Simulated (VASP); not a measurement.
Data:

```
ZrN
1.0
    0.00000     2.33580     2.33580
    2.33580     0.00000     2.33580
    2.33580     2.33580     0.00000
Zr N
1 1
Direct
  0.00000   0.00000   0.00000
  0.50000   0.50000   0.50000
```

These are PBE GGA, VASP's PBE PAW potentials (set 64) (plane waves; VASP 6.6.1) values and carry that method's errors. Settings: 520 eV cut-off, 10×10×10 Γ-centred mesh, first-order Methfessel-Paxton smearing of 0.10 eV, potentials Zr_sv N.

Question: What does the run give for the energy per atom (σ→0), pressure, band gap (on the k-mesh) with the smallest direct gap where there is one?

Answer: 
```json
{
 "band gap (on the k-mesh)": "none (metal, semimetal or under 0.01 eV)",
 "energy per atom (σ→0)": "-980.5 kJ/mol of atoms",
 "pressure": "-109.1 kbar"
}
```

Total energies compare only between runs with the same potentials, cut-off and functional.

The compound is ZrN in the rock salt structure. The cell was not relaxed at this level. The electron count is odd and the run is not spin-polarised, which forces a metal.
